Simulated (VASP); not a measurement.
# Ca3As (Pm-3m) in VASP: density of states with PBE

Aim: the density of states of Ca3As with PBE.

Everything below comes from runs of VASP 6.6.1. Logs are shortened: lines on timing, memory, paths and dates and some standing lists are left out, and cuts for length are marked.

**1. Starting point**

The structure is cubic, space group Pm-3m (No. 221). Conventional cell: a = 4.776 Å, b = 4.776 Å, c = 4.776 Å, α = 90.00°, β = 90.00°, γ = 90.00°. As (site symmetry m-3m) is surrounded by 12 Ca at 3.38 Å. Ca (site symmetry 4/mmm) has 4 As at 3.38 Å and 8 Ca at 3.38 Å as nearest neighbours.

The cell was built by a generator and needn't be a form met in nature.

**2. Density of states, PBE**

Contents of POSCAR:

```
Ca3As
1.0
    4.7758670000      0.0000000000      0.0000000000
    0.0000000000      4.7758670000      0.0000000000
    0.0000000000      0.0000000000      4.7758670000
As Ca
1 3
Direct
    0.0000000000      0.0000000000      0.0000000000
    0.0000000000      0.5000000000      0.5000000000
    0.5000000000      0.0000000000      0.5000000000
    0.5000000000      0.5000000000      0.0000000000
```

Contents of INCAR.step1:

```
SYSTEM = Ca3As
PREC = Accurate ; ENCUT = 520
EDIFF = 1E-7 ; ISMEAR = -1
SIGMA = 0.1 ; LREAL = .FALSE.
LASPH = .TRUE. ; NELM = 60
ALGO = Normal ; ISIF = 2
LWAVE = .FALSE. ; LCHARG = .TRUE.
GGA = PE ; NBANDS = 26
```

Contents of KPOINTS.step1:

```
Automatic mesh
0
G
  7 7 7
  0 0 0
```

Contents of INCAR.step2:

```
SYSTEM = Ca3As
PREC = Accurate ; ENCUT = 520
EDIFF = 1E-7 ; ISMEAR = -5
SIGMA = 0.1 ; LREAL = .FALSE.
LASPH = .TRUE. ; NELM = 60
ALGO = Normal ; ISIF = 2
LWAVE = .FALSE. ; LCHARG = .FALSE.
GGA = PE ; LORBIT = 10
NEDOS = 2001 ; ICHARG = 11
```

Contents of KPOINTS.step2:

```
Automatic mesh
0
G
  11 11 11
  0 0 0
```

Potentials or basis: VASP PAW PBE potentials, release 64 (As, Ca_sv).

Command:

```bash
cat potpaw_PBE.64/As/POTCAR potpaw_PBE.64/Ca_sv/POTCAR > POTCAR
cp INCAR.step1 INCAR
cp KPOINTS.step1 KPOINTS
mpirun -np 1 vasp_std > vasp.out
cp INCAR.step2 INCAR
cp KPOINTS.step2 KPOINTS
mpirun -np 1 vasp_std > vasp.out
```

OUTCAR:

```text
SYSTEM = Ca3As
   PREC = Accurate
   ENCUT = 520
   EDIFF = 1E-7
   ISMEAR = -5
   LREAL = .FALSE.
   LASPH = .TRUE.
   NELM = 60
   ISIF = 2
   GGA = PE
   LORBIT = 10
   ICHARG = 11

 ion  position               nearest neighbor table
   1  0.000  0.000  0.000-
   2  0.000  0.500  0.500-
   3  0.500  0.000  0.500-
   4  0.500  0.500  0.000-

  LATTYP: Found a simple cubic cell.
 ALAT       =     4.7758670000

  Lattice vectors:

 A1 = (   4.7758670000,   0.0000000000,   0.0000000000)
 A2 = (   0.0000000000,   4.7758670000,   0.0000000000)
 A3 = (   0.0000000000,   0.0000000000,   4.7758670000)

Analysis of symmetry for initial positions (statically):
=====================================================================
 Subroutine PRICEL returns:
 Original cell was already a primitive cell.

 Routine SETGRP: Setting up the symmetry group for a
 simple cubic supercell.

 Subroutine GETGRP returns: Found 48 space group operations
 (whereof 48 operations were pure point group operations)
 out of a pool of 48 trial point group operations.

The static configuration has the point symmetry O_h .

Analysis of symmetry for dynamics (positions and initial velocities):
=====================================================================
 Subroutine PRICEL returns:
 Original cell was already a primitive cell.

 Routine SETGRP: Setting up the symmetry group for a
 simple cubic supercell.

 Subroutine GETGRP returns: Found 48 space group operations
 (whereof 48 operations were pure point group operations)
 out of a pool of 48 trial point group operations.

The dynamic configuration has the point symmetry O_h .

 Subroutine INISYM returns: Found 48 space group operations
 (whereof 48 operations are pure point group operations),
 and found     1 'primitive' translations

----------------------------------------------------------------------------------------

                                     Primitive cell

  volume of cell :     108.9323

  direct lattice vectors                    reciprocal lattice vectors
     4.775867000  0.000000000  0.000000000     0.209386065  0.000000000  0.000000000
     0.000000000  4.775867000  0.000000000     0.000000000  0.209386065  0.000000000
     0.000000000  0.000000000  4.775867000     0.000000000  0.000000000  0.209386065

  length of vectors
     4.775867000  4.775867000  4.775867000     0.209386065  0.209386065  0.209386065

  position of ions in fractional coordinates (direct lattice)
     0.000000000  0.000000000  0.000000000
     0.000000000  0.500000000  0.500000000
     0.500000000  0.000000000  0.500000000
     0.500000000  0.500000000  0.000000000

  ion indices of the primitive-cell ions
   primitive index   ion index
                 1           1
                 2           2
                 3           3
                 4           4

----------------------------------------------------------------------------------------

 KPOINTS: Automatic mesh

Automatic generation of k-mesh.
 Grid dimensions read from file:
 generate k-points for:   11   11   11

 Generating k-lattice:

  Cartesian coordinates                     Fractional coordinates (reciprocal lattice)
     0.019035097  0.000000000  0.000000000     0.090909091  0.000000000  0.000000000
     0.000000000  0.019035097  0.000000000     0.000000000  0.090909091  0.000000000
     0.000000000  0.000000000  0.019035097     0.000000000  0.000000000  0.090909091

  Length of vectors
     0.019035097  0.019035097  0.019035097

  Shift w.r.t. Gamma in fractional coordinates (k-lattice)
     0.000000000  0.000000000  0.000000000

 TETIRR: Found    651 inequivalent tetrahedra from     7986

 Subroutine IBZKPT returns following result:
 ===========================================

 Found     56 irreducible k-points:

 Following reciprocal coordinates:
            Coordinates               Weight
  0.000000  0.000000  0.000000      1.000000
  0.090909  0.000000  0.000000      6.000000
  0.181818  0.000000  0.000000      6.000000
  0.272727  0.000000  0.000000      6.000000
  0.363636  0.000000  0.000000      6.000000
  0.454545  0.000000  0.000000      6.000000
[... 16 lines left out ...]
  0.181818  0.090909  0.090909     24.000000
  0.272727  0.090909  0.090909     24.000000
 [... further k-points ...]
   k-points           NKPTS =     56   k-points in BZ     NKDIM =     56   number of bands    NBANDS=     21
   number of dos      NEDOS =   2001   number of ions     NIONS =      4
   total plane-waves  NPLWV =  46656
   dimension x,y,z NGX =    36 NGY =   36 NGZ =   36
   dimension x,y,z NGXF=    72 NGYF=   72 NGZF=   72
   ions per type =               1   3
   NGX,Y,Z   is equivalent  to a cutoff of  12.53, 12.53, 12.53 a.u.
   NGXF,Y,Z  is equivalent  to a cutoff of  25.06, 25.06, 25.06 a.u.
 SYSTEM =  Ca3As
   PREC   = accura    normal or accurate (medium, high low for compatibility)
   ISTART =      0    job   : 0-new  1-cont  2-samecut
   ICHARG =     11    charge: 1-file 2-atom 10-const
   ISPIN  =      1    spin polarized calculation?
   LNONCOLLINEAR =      F non collinear calculations
   LSORBIT =      F    spin-orbit coupling
   LASPH  =      T    aspherical Exc in radial PAW
   ENCUT  =  520.0 eV  38.22 Ry    6.18 a.u.   8.88  8.88  8.88*2*pi/ulx,y,z
   NELM   =     60;   NELMIN=  2; NELMDL=  0     # of ELM steps
   EDIFF  = 0.1E-06   stopping-criterion for ELM
   LREAL  =      F    real-space projection
   EDIFFG = 0.1E-05   stopping-criterion for IOM
   NSW    =      0    number of steps for IOM
   IBRION =     -1    ionic relax: 0-MD 1-quasi-New 2-CG
   NFREE  =      0    steps in history (QN), initial steepest desc. (CG)
   ISIF   =      2    stress and relaxation
   ISYM   =      2    0-nonsym 1-usesym 2-fastsym
   POTIM  = 0.5000    time-step for ionic-motion
   TEBEG  =    0.0;   TEEND  =   0.0 temperature during run
   PSTRESS=    0.0 pullay stress
   NELECT =      35.0000    total number of electrons
   NUPDOWN=      -1.0000    fix difference up-down
   EMIN   =  10.00;   EMAX   =-10.00  energy-range for DOS
   EFERMI =   0.00;   METHOD = LEGACY
   ISMEAR =    -5;   SIGMA  =   0.10  broadening in eV -4-tet -1-fermi 0-gaus
   EFERMI_NEDOS =   21; number of points for ismear=-14 and -15
   IALGO  =     38    algorithm
   IMIX   =      4    mixing-type and parameters
     AMIX     =   0.40;   BMIX     =  1.00
     AMIX_MAG =   1.60;   BMIX_MAG =  1.00
  volume/ion in A,a.u.               =      27.23       183.78
  Fermi-wavevector in a.u.,A,eV,Ry     =   1.121275  2.118902 17.106014  1.257257
  Thomas-Fermi vector in A             =   2.257927
   LORBIT       =     10    0 simple, 1 ext, 2 COOP (PROOUT), +10 PAW based schemes
   GGA     = PE    functional components
   LHFCALC =     F    Hartree Fock is set to
   AEXX    =    0.0000 exact exchange contribution
   IVDW    =     0    specifies the selected vdW correction
   LEPSILON=     F    determine dielectric tensor
   LRPA    =     F    only Hartree local field effects (RPA)
 non-spin polarized calculation
 Fermi weights with tetrahedron method with Bloechl corrections
  energy-cutoff  :      520.00
  volume of cell :      108.93
 maximum number of plane-waves:      2962
 NGX is ok and might be reduce to    36

 number of electron      34.9999984 magnetization

 Free energy of the ion-electron system (eV)
  ---------------------------------------------------
  ext. energy  EPLUGINS =         0.00000000
  ---------------------------------------------------
  free energy    TOTEN  =       -12.19512523 eV

  energy without entropy =      -12.19512523  energy(sigma->0) =      -12.19512523

 E-fermi :   4.5121     XC(G=0):  -9.1544

 val. band max:        4.4973494861   @ k =   0.2727   0.0909   0.0909
 cond. band min:       4.4762544703   @ k =   0.1818   0.0000   0.0000
 fundamental gap:     -0.0210950158
 Fermi energy:         4.5121131703

 k-point     1 :       0.0000    0.0000    0.0000
  band No.  band energies     occupation
      1     -37.4694      2.00000
      2     -37.3791      2.00000
      3     -37.3791      2.00000
      4     -18.6684      2.00000
      5     -18.6684      2.00000
      6     -18.6684      2.00000
[... 13 lines left out ...]
     20       4.6751      0.00000
     21       4.6752      0.00000

 k-point     2 :       0.0909    0.0000    0.0000
  band No.  band energies     occupation
      1     -37.4678      2.00000
      2     -37.3808      2.00000
      3     -37.3791      2.00000
      4     -18.6637      2.00000
      5     -18.6637      2.00000
      6     -18.6619      2.00000
[... 13 lines left out ...]
     20       4.7141      0.00000
     21       4.7422      0.00000

 k-point     3 :       0.1818    0.0000    0.0000
  band No.  band energies     occupation
      1     -37.4631      2.00000
      2     -37.3854      2.00000
      3     -37.3791      2.00000
      4     -18.6504      2.00000
      5     -18.6504      2.00000
      6     -18.6428      2.00000
[... 13 lines left out ...]
     20       4.7955      0.00000
     21       4.9234      0.00000
[... 457 lines left out ...]
 k-point    23 :       0.1818    0.0909    0.0909
  band No.  band energies     occupation
      1     -37.4601      2.00000
      2     -37.3860      2.00000
      3     -37.3814      2.00000
      4     -18.6688      2.00000
      5     -18.6313      2.00000
      6     -18.6175      2.00000
[... 13 lines left out ...]
     20       4.9272      0.00000
     21       4.9811      0.00000

 k-point    24 :       0.2727    0.0909    0.0909
  band No.  band energies     occupation
      1     -37.4531      2.00000
      2     -37.3929      2.00000
      3     -37.3814      2.00000
      4     -18.6551      2.00000
      5     -18.6123      2.00000
      6     -18.5872      2.00000
[... 13 lines left out ...]
     20       5.0868      0.00000
     21       5.2183      0.00000

 [... further k-points ...]

------------------------ aborting loop because EDIFF is reached ----------------------------------------

  FORCE on cell =-STRESS in cart. coord.  units (eV):
  Direction    XX          YY          ZZ          XY          YZ          ZX
  --------------------------------------------------------------------------------------
  -------------------------------------------------------------------------------------
  Total        1.0002604      1.0002604      1.0002604      0.0000000      0.0000000      0.0000000
  in kB       14.7118402     14.7118402     14.7118402      0.0000000      0.0000000      0.0000000
  external PRESSURE =      14.7118402 kB  Pullay stress =       0.0000000 kB

 VOLUME and BASIS-vectors are now :
 -----------------------------------------------------------------------------
  energy-cutoff  :      520.00
  volume of cell :      108.93
      direct lattice vectors                 reciprocal lattice vectors
     4.775867000  0.000000000  0.000000000     0.209386065  0.000000000  0.000000000
     0.000000000  4.775867000  0.000000000     0.000000000  0.209386065  0.000000000
     0.000000000  0.000000000  4.775867000     0.000000000  0.000000000  0.209386065

 POSITION                                       TOTAL-FORCE (eV/Angst)
 -----------------------------------------------------------------------------------
      0.00000      0.00000      0.00000         0.000000      0.000000      0.000000
      0.00000      2.38793      2.38793         0.000000      0.000000      0.000000
      2.38793      0.00000      2.38793         0.000000      0.000000      0.000000
      2.38793      2.38793      0.00000         0.000000      0.000000      0.000000
 -----------------------------------------------------------------------------------
    total drift:                                0.000000      0.000000      0.000000

  FREE ENERGIE OF THE ION-ELECTRON SYSTEM (eV)
  ---------------------------------------------------
  free  energy   TOTEN  =       -12.1951252335 eV

  energy  without entropy=      -12.1951252335  energy(sigma->0) =      -12.19512523

 total charge

# of ion       s       p       d       tot
------------------------------------------
    1        1.204   1.476   0.013   2.693
    2        2.081   5.833   0.280   8.193
    3        2.081   5.833   0.280   8.193
    4        2.081   5.833   0.280   8.193
--------------------------------------------------
tot          7.445  18.974   0.853  27.272
```

It took 74 s on 1 thread of AMD EPYC 9R45 (Zen 5), shared host; peak memory 0.24 GiB.

Results:

| Item | Value |
| --- | --- |
| Valence electrons inside the program's atomic spheres | As 2.69; Ca 8.19 |

Levels at points of the mesh, in eV from the Fermi level:
```tsv
k point	band 15	band 16	band 17	band 18	band 19	band 20
(0.00, 0.00, 0.00)	-2.15	-2.15	-2.15	-0.72	-0.72	0.16
```

States per cell in windows of 0.5 eV (zero at the Fermi level; states under -8 eV left out):
```csv
from (eV),total,As1_p,Ca2_d,Ca3_d,Ca4_d,Ca2_s,Ca3_s
-8.0,0.00,0.00,0.00,0.00,0.00,0.00,0.00
-7.5,0.00,0.00,0.00,0.00,0.00,0.00,0.00
-7.0,0.00,0.00,0.00,0.00,0.00,0.00,0.00
-6.5,0.00,0.00,0.00,0.00,0.00,0.00,0.00
-6.0,0.00,0.00,0.00,0.00,0.00,0.00,0.00
-5.5,0.00,0.00,0.00,0.00,0.00,0.00,0.00
-5.0,0.06,0.01,0.00,0.00,0.00,0.00,0.00
-4.5,1.03,0.17,0.01,0.01,0.01,0.02,0.02
-4.0,1.26,0.23,0.01,0.01,0.01,0.02,0.02
-3.5,1.37,0.31,0.02,0.02,0.02,0.01,0.01
-3.0,2.07,0.56,0.04,0.04,0.04,0.00,0.00
-2.5,0.33,0.09,0.01,0.01,0.01,0.00,0.00
-2.0,0.49,0.05,0.03,0.03,0.03,0.01,0.01
-1.5,1.45,0.06,0.07,0.07,0.07,0.02,0.02
-1.0,0.22,0.00,0.02,0.02,0.02,0.01,0.01
-0.5,0.74,0.01,0.07,0.07,0.07,0.01,0.01
0.0,2.65,0.03,0.29,0.29,0.29,0.03,0.03
0.5,3.16,0.03,0.44,0.44,0.44,0.01,0.01
1.0,0.86,0.01,0.12,0.12,0.12,0.00,0.00
1.5,0.40,0.00,0.07,0.07,0.07,0.00,0.00
2.0,0.00,0.00,0.00,0.00,0.00,0.00,0.00
2.5,0.00,0.00,0.00,0.00,0.00,0.00,0.00
3.0,0.00,0.00,0.00,0.00,0.00,0.00,0.00
3.5,0.00,0.00,0.00,0.00,0.00,0.00,0.00
```

Caveat: tetrahedron occupations give inexact forces and stress in metals.
